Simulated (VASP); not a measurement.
Given:

```yaml
crystal:
  lattice:
    - [0.00000, 2.88041, 2.88041]
    - [2.88041, 0.00000, 2.88041]
    - [2.88041, 2.88041, 0.00000]
  atoms:
    - { symbol: Ga, position: [0.00000, 0.00000, 0.00000] }
    - { symbol: As, position: [0.25000, 0.25000, 0.25000] }
```

The numbers are results of r2SCAN+rVV10, VASP's PBE PAW potentials (set 64) (plane waves; VASP), not measurements. Numerical set-up: 520 eV cut-off, 8×8×8 Γ-centred mesh, Gaussian smearing of 0.050 eV, potentials Ga_d As.

**Question.** Give the stress tensor in GPa (positive for a compressed cell).

**Answer.** 
```
-3.79   0.00   0.00
 0.00  -3.79   0.00
 0.00   0.00  -3.79
```
The pressure is its mean diagonal, -3.79 GPa.

The compound is GaAs in the zinc blende structure. This cell is one point of a volume scan, at 1.06 of the reference volume.
